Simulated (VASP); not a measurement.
Input for VASP

**POSCAR**
```
CdSe
1
    2.2315343119    -3.8651305530     0.0000000000
    2.2315343119     3.8651305530     0.0000000000
    0.0000000000     0.0000000000     7.2755422611
Cd Se
2 2
Direct
  0.6666670000   0.3333330000   0.5000584384
  0.3333330000   0.6666670000   0.0000584384
  0.6666670000   0.3333330000   0.8759415616
  0.3333330000   0.6666670000   0.3759415616
```

### KPOINTS
```
Automatic mesh
0
Gamma
6 6 3
0 0 0
```

### INCAR
```
AGGAC = 0.0
ALGO = Normal
EDIFF = 1E-7
EDIFFG = -0.01
ENCUT = 520
GGA = BO
IBRION = 2
ISIF = 4
ISMEAR = 0
LASPH = .True.
LCHARG = .False.
LMAXMIX = 4
LREAL = .False.
LUSE_VDW = .True.
LWAVE = .False.
NELM = 100
NSW = 30
PARAM1 = 0.1833333333
PARAM2 = 0.22
PREC = Accurate
SIGMA = 0.05
SYSTEM = CdSe
```

POTCAR, in this order: Cd Se (PBE.64 set). Program: vasp_std.

Q: Write an equivalent input for Quantum ESPRESSO's pw.x.

A: One equivalent input (not run):
```
&CONTROL
  calculation = 'vc-relax'
  pseudo_dir = './pseudo'
  outdir = './out'
  tprnfor = .true.
  tstress = .true.
  nstep = 30
  forc_conv_thr = 0.00039
/
&SYSTEM
  ibrav = 0
  nat = 4
  ntyp = 2
  ecutwfc = 102
  occupations = 'smearing'
  smearing = 'gaussian'
  degauss = 0.003675
  input_dft = 'vdw-df-obk8'
/
&ELECTRONS
  conv_thr = 7.3e-09
  electron_maxstep = 100
/
&IONS
/
&CELL
  cell_dofree = 'shape'
/
ATOMIC_SPECIES
  Cd 112.414 Cd.upf
  Se 78.971 Se.upf
CELL_PARAMETERS angstrom
     2.2315343   -3.8651306    0.0000000
     2.2315343    3.8651306    0.0000000
     0.0000000    0.0000000    7.2755423
ATOMIC_POSITIONS crystal
  Cd   0.6666670  0.3333330  0.5000584
  Cd   0.3333330  0.6666670  0.0000584
  Se   0.6666670  0.3333330  0.8759416
  Se   0.3333330  0.6666670  0.3759416
K_POINTS automatic
  6 6 3 0 0 0
```
What does not carry over: the potentials are each code's own (VASP's PAW set, PseudoDojo norm-conserving files in pw.x), so ENCUT and ecutwfc are chosen apart and not converted; conv_thr bounds pw.x's estimated SCF error, while EDIFF bounds the energy change between steps; forc_conv_thr acts on force components and is met together with etot_conv_thr.

The compound is CdSe in the wurtzite structure. This cell is one point of a volume scan, at 1.06 of the reference volume. Symmetry was kept, so distortions that lower it aren't found.
